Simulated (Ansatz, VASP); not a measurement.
# BAs in two plane-wave programs

One calculation is typed for both programs; each brings its own data sets. How far apart do they land? The cell is taken from a series of runs on this material, whose earlier steps may have relaxed, scaled, displaced or heated it; both programs get it as it stands.

Program: Ansatz 0.2.0. Level of theory: plane waves, with VASP 6.6.1 beside it; G0W0 gap at LDA. Results are calculated unless marked as measured.

### 1. Starting point

Symmetry: R3m, No. 160, trigonal system. The conventional cell has a = 3.445 Å, b = 3.445 Å, c = 8.242 Å, α = 90.00°, β = 90.00°, γ = 120.00°. Nearest to B lie 4 As at 2.07 to 2.10 Å. Nearest to As lie 4 B at 2.07 to 2.10 Å. Farther neighbours are not listed.

### 2. VASP: G0W0 gap, LDA

Quasiparticle shifts depend on high empty states and on the cores, so they are the hardest test of two PAW sets.

Lines of VASP's logs that name or quote its potential files are left out, and so is its time.

The run reads the wave functions of an earlier VASP run, which isn't shown here.

INCAR

```
SYSTEM = BAs
PREC = Accurate
ENCUT = 340
ISMEAR = 0
SIGMA = 0.01
LREAL = .FALSE.
GGA = CA
NBANDS = 128
ALGO = EVGW0
NELMGW = 1
ENCUTGW = 150
NOMEGA = 64
PRECFOCK = Fast
NBANDSGW = 16
LWAVE = .FALSE.
LCHARG = .FALSE.
```

POSCAR

```
BAs
1.0
   -1.7227030378     -0.9946030626      2.7473602000
    1.7227030378     -0.9946030626      2.7473602000
    0.0000000000      1.9892061253      2.7473602000
B As
1 1
Direct
    0.0006077757      0.0006077757      0.0006077757
    0.7493922243      0.7493922243      0.7493922243
```

KPOINTS

```
Automatic mesh
0
Gamma
6 6 6
0 0 0
```

PAW data sets: B_GW and As_GW (LDA family, release 64).

Started as:

```bash
mpirun -np 8 vasp_std
```

Numbers of over 12 decimals in the logs are rounded to 6 here.

Log:

```text
[banner, memory and clock lines left out]
running    8 mpi-ranks, on    1 nodes
 distrk:  each k-point on    8 cores,    1 groups
 distr:  one band on    1 cores,    8 groups

 POSCAR found type information on POSCAR B As
 POSCAR found :  2 types and       2 ions
|                                                                             |
|           W    W    AA    RRRRR   N    N  II  N    N   GGGG   !!!           |
|           W    W   A  A   R    R  NN   N  II  NN   N  G    G  !!!           |
|           W    W  A    A  R    R  N N  N  II  N N  N  G       !!!           |
|           W WW W  AAAAAA  RRRRR   N  N N  II  N  N N  G  GGG   !            |
|           WW  WW  A    A  R   R   N   NN  II  N   NN  G    G                |
|           W    W  A    A  R    R  N    N  II  N    N   GGGG   !!!           |
|                                                                             |
|     For optimal performance we recommend to set                             |
|       NCORE = 2 up to number-of-cores-per-socket                            |
|     NCORE specifies how many cores store one orbital (NPAR=cpu/NCORE).      |
|     This setting can greatly improve the performance of VASP for DFT.       |
|     The default, NCORE=1 might be grossly inefficient on modern             |
|     multi-core architectures or massively parallel machines. Do your        |
|     Unfortunately you need to use the default for GW and RPA                |
|     calculations (for HF NCORE is supported but not extensively tested      |
|     yet).                                                                   |
|                                                                             |

|                                                                             |
|           W    W    AA    RRRRR   N    N  II  N    N   GGGG   !!!           |
|           W    W   A  A   R    R  NN   N  II  NN   N  G    G  !!!           |
|           W    W  A    A  R    R  N N  N  II  N N  N  G       !!!           |
|           W WW W  AAAAAA  RRRRR   N  N N  II  N  N N  G  GGG   !            |
|           WW  WW  A    A  R   R   N   NN  II  N   NN  G    G                |
|           W    W  A    A  R    R  N    N  II  N    N   GGGG   !!!           |
|                                                                             |
|     The default for ENCUTGWSOFT is different in this version of VASP.       |
|     please manually set ENCUTGWSOFT =150 in the INCAR file.                 |
|                                                                             |

 LDA part: xc-table for (Slater(with rela. corr.)+CA(PZ))
 , standard interpolation
 found WAVECAR, reading the header
 POSCAR, INCAR and KPOINTS ok, starting setup
 FFT: planning ... GRIDC
 FFT: planning ... GRID_SOFT
 FFT: planning ... GRID
 reading WAVECAR
 the WAVECAR file was read successfully
 initial charge from wavefunction
 available memory per node:     70.87 GB, setting MAXMEM to     72567

 The Fermi energy was updated, please check that it is located mid-gap
 values below the HOMO (VB) or above the LUMO (CB) will cause erroneous energies
 E-fermi :   6.4685

 calculate exact exchange contribution
 the WAVEDER file was read successfully
energies w=
    0.000    0.000    0.512    0.000    1.023    0.000    1.532    0.000
    2.037    0.000    2.538    0.000    3.034    0.000    3.524    0.000
    4.008    0.000    4.486    0.000    4.957    0.000    5.421    0.000
    5.879    0.000    6.331    0.000    6.777    0.000    7.218    0.000
    7.654    0.000    8.086    0.000    8.515    0.000    8.942    0.000
    9.368    0.000    9.792    0.000   10.217    0.000   10.643    0.000
   11.072    0.000   11.504    0.000   11.941    0.000   12.384    0.000
   12.834    0.000   13.293    0.000   13.763    0.000   14.244    0.000
   14.740    0.000   15.252    0.000   15.783    0.000   16.335    0.000
   16.912    0.000   17.517    0.000   18.153    0.000   18.825    0.000
   19.539    0.000   20.300    0.000   21.116    0.000   21.996    0.000
   22.948    0.000   23.986    0.000   25.123    0.000   26.379    0.000
   27.774    0.000   29.338    0.000   31.105    0.000   33.120    0.000
   35.444    0.000   38.155    0.000   41.361    0.000   45.213    0.000
   49.930    0.000   55.837    0.000   63.445    0.000   73.603    0.000
   87.831    0.000  109.151    0.000  144.542    0.000  214.596    0.000
 responsefunction array rank=     128
 LDA part: xc-table for (Slater(with rela. corr.)+CA(PZ))
 , standard interpolation

 min. memory requirement per mpi rank    153.3 MB, per node   1226.7 MB

 allocating   8 responsefunctions rank=   128
 shmem allocating  64 responsefunctions rank=   128
 response function shared by NCSHMEM nodes    1
 Doing            8  frequencies on each core in blocks of           64
NQ=   1    0.0000    0.0000    0.0000,
|.........|.........|.........|.........|.........|.........|.........|.........
 performed        345000 updates of chi_q(r,r)
 total number of BLAS operations         35.28 Gflops
NQ=   2    0.1667    0.0000    0.0000,
|.........|.........|.........|.........|.........|.........|.........|.........
 performed       1145000 updates of chi_q(r,r)
 total number of BLAS operations        127.44 Gflops
NQ=   3    0.3333    0.0000    0.0000,
[...]
|.........|.........|.........|.........|.........|.........|.........|.........
 performed       2491000 updates of chi_q(r,r)
 total number of BLAS operations        277.95 Gflops
NQ=   5    0.1667    0.1667    0.0000,
|.........|.........|.........|.........|.........|.........|.........|.........
 performed       3291000 updates of chi_q(r,r)
 total number of BLAS operations        374.78 Gflops
NQ=   6    0.3333    0.1667   -0.0000,
|.........|.........|.........|.........|.........|.........|.........|.........
 performed       4390000 updates of chi_q(r,r)
 total number of BLAS operations        501.38 Gflops
NQ=   7    0.5000    0.1667    0.0000,
|.........|.........|.........|.........|.........|.........|.........|.........
 performed       5489000 updates of chi_q(r,r)
 total number of BLAS operations        619.69 Gflops
NQ=   8   -0.3333    0.1667   -0.0000,
|.........|.........|.........|.........|.........|.........|.........|.........
 performed       6588000 updates of chi_q(r,r)
 total number of BLAS operations        742.11 Gflops
NQ=   9   -0.1667    0.1667    0.0000,
|.........|.........|.........|.........|.........|.........|.........|.........
 performed       7441000 updates of chi_q(r,r)
 total number of BLAS operations        848.77 Gflops
NQ=  10    0.3333    0.3333    0.0000,
|.........|.........|.........|.........|.........|.........|.........|.........
 performed       8241000 updates of chi_q(r,r)
 total number of BLAS operations        944.02 Gflops
NQ=  11    0.5000    0.3333    0.0000,
|.........|.........|.........|.........|.........|.........|.........|.........
 performed       9340000 updates of chi_q(r,r)
 total number of BLAS operations       1064.38 Gflops
NQ=  12   -0.3333    0.3333    0.0000,
|.........|.........|.........|.........|.........|.........|.........|.........
 performed      10193000 updates of chi_q(r,r)
 total number of BLAS operations       1159.42 Gflops
NQ=  13    0.5000    0.5000    0.0000,
|.........|.........|.........|.........|.........|.........|.........|.........
 performed      10739000 updates of chi_q(r,r)
 total number of BLAS operations       1218.20 Gflops
NQ=  14    0.1667    0.1667    0.1667,
|.........|.........|.........|.........|.........|.........|.........|.........
 performed      11182000 updates of chi_q(r,r)
 total number of BLAS operations       1271.03 Gflops
NQ=  15    0.3333    0.1667    0.1667,
|.........|.........|.........|.........|.........|.........|.........|.........
 performed      11982000 updates of chi_q(r,r)
 total number of BLAS operations       1366.29 Gflops
NQ=  16    0.5000    0.1667    0.1667,
|.........|.........|.........|.........|.........|.........|.........|.........
 performed      12782000 updates of chi_q(r,r)
 total number of BLAS operations       1459.99 Gflops
NQ=  17   -0.3333    0.1667    0.1667,
|.........|.........|.........|.........|.........|.........|.........|.........
 performed      13582000 updates of chi_q(r,r)
 total number of BLAS operations       1547.60 Gflops
NQ=  18   -0.1667    0.1667    0.1667,
|.........|.........|.........|.........|.........|.........|.........|.........
 performed      14382000 updates of chi_q(r,r)
 total number of BLAS operations       1641.30 Gflops
NQ=  19    0.3333    0.3333    0.1667,
|.........|.........|.........|.........|.........|.........|.........|.........
 performed      15182000 updates of chi_q(r,r)
 total number of BLAS operations       1733.46 Gflops
NQ=  20    0.5000    0.3333    0.1667,
|.........|.........|.........|.........|.........|.........|.........|.........
 performed      16281000 updates of chi_q(r,r)
 total number of BLAS operations       1857.97 Gflops
NQ=  21   -0.3333    0.3333    0.1667,
|.........|.........|.........|.........|.........|.........|.........|.........
 performed      17380000 updates of chi_q(r,r)
 total number of BLAS operations       1972.23 Gflops
NQ=  22   -0.1667    0.3333    0.1667,
|.........|.........|.........|.........|.........|.........|.........|.........
 performed      18479000 updates of chi_q(r,r)
 total number of BLAS operations       2094.65 Gflops
NQ=  23    0.5000    0.5000    0.1667,
|.........|.........|.........|.........|.........|.........|.........|.........
 performed      19279000 updates of chi_q(r,r)
 total number of BLAS operations       2180.77 Gflops
NQ=  24   -0.3333    0.5000    0.1667,
|.........|.........|.........|.........|.........|.........|.........|.........
 performed      20378000 updates of chi_q(r,r)
 total number of BLAS operations       2291.05 Gflops
NQ=  25   -0.1667    0.5000    0.1667,
|.........|.........|.........|.........|.........|.........|.........|.........
 performed      21280000 updates of chi_q(r,r)
 total number of BLAS operations       2384.88 Gflops
NQ=  26   -0.3333   -0.3333    0.1667,
|.........|.........|.........|.........|.........|.........|.........|.........
 performed      22080000 updates of chi_q(r,r)
 total number of BLAS operations       2468.05 Gflops
NQ=  27    0.3333    0.3333    0.3333,
|.........|.........|.........|.........|.........|.........|.........|.........
 performed      22523000 updates of chi_q(r,r)
 total number of BLAS operations       2516.63 Gflops
NQ=  28    0.5000    0.3333    0.3333,
|.........|.........|.........|.........|.........|.........|.........|.........
 performed      23323000 updates of chi_q(r,r)
 total number of BLAS operations       2610.34 Gflops
NQ=  29   -0.3333    0.3333    0.3333,
|.........|.........|.........|.........|.........|.........|.........|.........
 performed      24123000 updates of chi_q(r,r)
 total number of BLAS operations       2699.45 Gflops
NQ=  30    0.5000    0.5000    0.3333,
|.........|.........|.........|.........|.........|.........|.........|.........
 performed      24923000 updates of chi_q(r,r)
 total number of BLAS operations       2790.08 Gflops
NQ=  31   -0.3333    0.5000    0.3333,
|.........|.........|.........|.........|.........|.........|.........|.........
 performed      25825000 updates of chi_q(r,r)
 total number of BLAS operations       2883.90 Gflops
NQ=  32    0.5000    0.5000    0.5000,
|.........|.........|.........|.........|.........|.........|.........|.........
 performed      26170000 updates of chi_q(r,r)
 total number of BLAS operations       2923.69 Gflops
 resolving degeneracies of screened two electron integrals

 calculate QP shifts <psi_nk| G(iteration)W_0 |psi_nk>: iteration 1
 entering main loop
```

OUTCAR, selected parts (step 2):

```text
ion  position               nearest neighbor table
   1  0.001  0.001  0.001-   2 2.07   2 2.10   2 2.10   2 2.10
   2  0.749  0.749  0.749-   1 2.07   1 2.10   1 2.10   1 2.10

  LATTYP: Found a trigonal (rhomboedric) cell.
 ALAT       =     3.3918916665
 COS(alpha) =     0.4840983831

 Subroutine GETGRP returns: Found  6 space group operations
 (whereof  6 operations were pure point group operations)

The static configuration has the point symmetry C_3v.

 Found     32 irreducible k-points:

   k-points           NKPTS =     32   k-points in BZ     NKDIM =    216   number of bands    NBANDS=    128

   dimension x,y,z NGX =    20 NGY =   20 NGZ =   20
   dimension x,y,z NGXF=    40 NGYF=   40 NGZF=   40

   ENCUT  =  340.0 eV  24.99 Ry    5.00 a.u.   5.10  5.10  5.10*2*pi/ulx,y,z

   NELECT =       8.0000    total number of electrons

  energy-cutoff  :      340.00
  volume of cell :       28.24
      direct lattice vectors                 reciprocal lattice vectors
    -1.722703038 -0.994603063  2.747360200    -0.290241550 -0.167571037  0.121328588
     1.722703038 -0.994603063  2.747360200     0.290241550 -0.167571037  0.121328588
     0.000000000  1.989206125  2.747360200     0.000000000  0.335142074  0.121328588

 k-points in reciprocal lattice and weights: Automatic mesh
   0.00000000  0.00000000  0.00000000       0.005
   0.16666667  0.00000000  0.00000000       0.028
   0.33333333  0.00000000  0.00000000       0.028
   0.50000000  0.00000000  0.00000000       0.014
   0.16666667  0.16666667  0.00000000       0.028
   0.33333333  0.16666667 -0.00000000       0.056
   0.50000000  0.16666667  0.00000000       0.056
  -0.33333333  0.16666667 -0.00000000       0.056
  -0.16666667  0.16666667  0.00000000       0.028
[...]
-0.33333333  0.50000000  0.33333333       0.028
   0.50000000  0.50000000  0.50000000       0.005

 E-fermi :   6.4685

 QP shifts <psi_nk| G(iteration)W_0 |psi_nk>: iteration 1
 for sc-GW calculations column KS-energies equals QP-energies in previous step
 and V_xc(KS)=  KS-energies - (<T + V_ion + V_H > + <T+V_H+V_ion>^1  + <V_x>^1)
 k-point   1 :       0.0000    0.0000    0.0000
  band No.  KS-energies  QP-energies   sigma(KS)   V_xc(KS)     V^pw_x(r,r')   Z            occupation Imag(sigma)
      1      -9.2612      -9.7941     -12.5829     -11.8123     -19.4268       0.6916       2.0000       1.1570
      2       5.7553       5.4188     -13.1128     -12.6842     -13.7981       0.7849       2.0000       0.0397
      3       5.7553       5.4188     -13.1128     -12.6842     -13.7981       0.7849       2.0000       0.0397
      4       5.8970       5.5667     -13.2011     -12.7800     -13.9163       0.7845       2.0000       0.0410
      5       8.8854       9.3714     -10.9490     -11.5703      -6.7063       0.7821       0.0000      -0.0577
      6       8.8854       9.3714     -10.9490     -11.5703      -6.7063       0.7821       0.0000      -0.0577
      7       9.1281       9.6360     -11.0781     -11.7318      -6.6980       0.7771       0.0000      -0.0618
      8      10.1554      10.7984     -11.7637     -12.6106      -6.6836       0.7593       0.0000      -0.0811
    ...

 k-point   2 :       0.1667    0.0000    0.0000
  band No.  KS-energies  QP-energies   sigma(KS)   V_xc(KS)     V^pw_x(r,r')   Z            occupation Imag(sigma)
      1      -8.8302      -9.3543     -12.6117     -11.8569     -19.2936       0.6942       2.0000       1.1075
      2       2.8506       2.4210     -12.7054     -12.1445     -14.3989       0.7660       2.0000       0.0630
      3       5.1274       4.7843     -12.9493     -12.5111     -13.8144       0.7829       2.0000       0.0419
      4       5.2343       4.8922     -13.0255     -12.5882     -13.9282       0.7823       2.0000       0.0430
      5       8.9472       9.4498     -11.1869     -11.8339      -6.7294       0.7768       0.0000      -0.0629
      6       9.7361      10.2315     -11.0961     -11.7349      -6.5688       0.7753       0.0000      -0.0661
      7      10.0306      10.5336     -11.0881     -11.7391      -6.4637       0.7726       0.0000      -0.0706
      8      12.0739      12.6242     -11.6906     -12.4294      -6.0655       0.7448       0.0000      -0.1258
    ...

 k-point   3 :       0.3333    0.0000    0.0000
  band No.  KS-energies  QP-energies   sigma(KS)   V_xc(KS)     V^pw_x(r,r')   Z            occupation Imag(sigma)
      1      -7.6368      -8.1214     -12.7098     -12.0270     -18.9486       0.7098       2.0000       0.9613
      2      -0.7859      -1.3073     -12.4224     -11.7059     -15.8104       0.7277       2.0000       0.1928
      3       4.3570       3.9753     -12.9285     -12.4382     -14.1429       0.7784       2.0000       0.0485
      4       4.4245       4.0408     -12.9947     -12.5016     -14.2552       0.7781       2.0000       0.0495
      5       8.5352       8.9818     -11.1959     -11.7699      -6.7807       0.7783       0.0000      -0.0621
      6      10.4508      10.9260     -10.8053     -11.4199      -5.9768       0.7732       0.0000      -0.0790
      7      10.6715      11.1501     -10.7866     -11.4076      -5.8863       0.7707       0.0000      -0.0844
      8      14.1775      14.6611     -10.6222     -11.2773      -4.2300       0.7381       0.0000      -0.2307
    ...

 k-point   4 :       0.5000    0.0000    0.0000
  band No.  KS-energies  QP-energies   sigma(KS)   V_xc(KS)     V^pw_x(r,r')   Z            occupation Imag(sigma)
      1      -6.5836      -7.0150     -12.9201     -12.3181     -18.7326       0.7166       2.0000       0.8114
      2      -2.7029      -3.2570     -12.1142     -11.3372     -16.4133       0.7131       2.0000       0.3596
      3       4.0750       3.6771     -12.9470     -12.4345     -14.2986       0.7765       2.0000       0.0512
      4       4.1243       3.7235     -13.0080     -12.4916     -14.4088       0.7762       2.0000       0.0525
      5       8.3676       8.7936     -11.2112     -11.7583      -6.8227       0.7788       0.0000      -0.0617
      6      10.4472      10.8884     -10.5605     -11.1288      -5.7362       0.7765       0.0000      -0.0800
      7      10.6549      11.1007     -10.5539     -11.1299      -5.6629       0.7738       0.0000      -0.0849
      8      14.4578      14.8352      -9.6039     -10.1083      -3.3293       0.7482       0.0000      -0.2316
    ...

[... 4 further parts left out ...]
```

(Part 1 of 2 ends here.)

[Lines on the potential files, build, host, timing and source positions are cut from VASP's logs without a mark.]

[Logs are printed without paths, hosts, clocks, repeated set-up lines and the standing remarks that a program may print on its own settings, such as how far it seeks lower states.]

[Hosts, paths, dates, database ids (printed as entryN), source tags and the programs' standing remarks are cut or masked in the printed files.]
